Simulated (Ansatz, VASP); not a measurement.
# As3P2 in VASP and in Ansatz

```
P As
1.0
     1.85707    1.07218    7.63223
    -1.85707    1.07218    7.63223
     0.00000   -2.14436    7.63223
P As
2 3
Cartesian
  0.0000 0.0000 9.1350
  0.0000 0.0000 13.7617
  0.0000 0.0000 0.0000
  0.0000 0.0000 4.6679
  0.0000 0.0000 18.2288
```

Alike in both runs: functional PBE; k mesh 6 × 6 × 6; occupations gaussian, width 0.1 eV; no spin polarisation.

Ansatz relaxed the structure, and its values are those at the end. VASP's run is a single point on that final structure, the one shown.

|  | VASP | Ansatz |
| --- | --- | --- |
| version | VASP 6.6.1 | Ansatz 0.2.0 |
| potentials or method | VASP PAW PBE potentials, release 64 (P, As) | scalar-relativistic, plane waves, PAW |
| plane-wave cutoff (eV) | 520 | 420 |
| valence electrons in the cell | 25 | 55 |

|  | VASP | Ansatz | Ansatz less VASP |
| --- | --- | --- | --- |
| gap on the k mesh at the Fermi level (eV) | none | none | - |
| pressure (GPa) | 0.1 | 0.0 | -0.10 |
| rms of the force components (eV/Å) | 0.010 | 0.011 | +0.0011 |

A gap of «none» marks a metal or a gap that the smearing closes. The two sets of potentials don't hold the same shells in valence.
